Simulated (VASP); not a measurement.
Write the native input for VASP 6.6.1 that does the following.

```yaml
Task: single point
Functional: LDA
Potentials_or_basis: VASP PAW LDA potentials, release 64 (La, Pb_d)
Cutoff: 520 eV
k_mesh: 5 × 5 × 5
Occupations: gaussian, width 0.1 eV
Spin: no spin polarisation
Dipole_correction: no
Further_INCAR_settings: ALGO = Normal; EDIFF = 1e-06; NBANDS = 34
```

The structure of LaPb3 lies in POSCAR:

```
LaPb3
1.0
    4.8930000000      0.0000000000      0.0000000000
    0.0000000000      4.8930000000      0.0000000000
    0.0000000000      0.0000000000      4.8930000000
La Pb
1 3
Direct
    0.0000000000      0.0000000000      0.0000000000
    0.0000000000      0.5000000000      0.5000000000
    0.5000000000      0.0000000000      0.5000000000
    0.5000000000      0.5000000000      0.0000000000
```

The input as run:

INCAR

```
SYSTEM = LaPb3
ALGO     = Normal         ! electronic algorithm
EDIFF    = 1E-6           ! SCF threshold, eV
ENCUT    = 520            ! plane-wave cutoff, eV
ISIF     = 2              ! what is computed and relaxed
ISMEAR   = 0              ! smearing method
LASPH    = .True.         ! aspherical terms in the spheres
LCHARG   = .False.        ! write CHGCAR
LREAL    = .False.        ! projectors in reciprocal space
LWAVE    = .False.        ! write WAVECAR
NBANDS   = 34             ! bands
NELM     = 60             ! most SCF steps
PREC     = Accurate       ! precision mode
SIGMA    = 0.1            ! smearing width, eV
```

KPOINTS

```
k-points
0
Gamma
  5 5 5
  0 0 0
```

Potentials or basis: VASP PAW LDA potentials, release 64 (La, Pb_d).

Command:

```console
$ cat potpaw_LDA.64/La/POTCAR potpaw_LDA.64/Pb_d/POTCAR > POTCAR
$ mpirun -np 1 vasp_std > vasp.out
```

It gave:

```json
{
  "Pressure": "-2.0 GPa",
  "Band gap on the k mesh": "none (metal or under the smearing width)"
}
```

Wall time 30 s on 1 thread of Intel(R) Xeon(R) Platinum 8559C (Emerald Rapids), with other jobs on the host, peak memory 0.19 GiB.
